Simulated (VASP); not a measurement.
Consider the following.

```xyz
6
Lattice="4.7446 0.0000 0.0000 0.0000 4.7446 0.0000 0.0000 0.0000 4.7446" Properties=species:S:1:pos:R:3 pbc="T T T"
Ag     3.5584     1.1861     3.5584
Ag     1.1861     3.5584     3.5584
Ag     3.5584     3.5584     1.1861
Ag     1.1861     1.1861     1.1861
O      4.7446     0.0000     0.0000
O      2.3723     2.3723     2.3723
```

The numbers are results of PBE GGA with D4 dispersion, VASP's PBE PAW potentials (set 64) (plane waves; VASP), not measurements. Settings: 520 eV cut-off, 7×7×7 Γ-centred mesh, tetrahedra with Blöchl corrections, potentials Ag O.

The cores are frozen, which limits the accuracy of field gradients.

Q: Give the principal components of the electric field gradient (V/Å²) and the asymmetry η at each nucleus.

A: 
| atom | Vxx | Vyy | Vzz | η |
|---|---|---|---|---|
| Ag1 | 87.3 | 87.3 | -174.7 | 0.00 |
| Ag2 | 87.3 | 87.3 | -174.7 | 0.00 |
| Ag3 | 87.3 | 87.3 | -174.7 | 0.00 |
| Ag4 | 87.3 | 87.3 | -174.7 | 0.00 |
| O5 | 0.0 | 0.0 | 0.0 | - |
| O6 | 0.0 | 0.0 | 0.0 | - |

The compound is Ag2O in the cuprite structure. It was relaxed first.
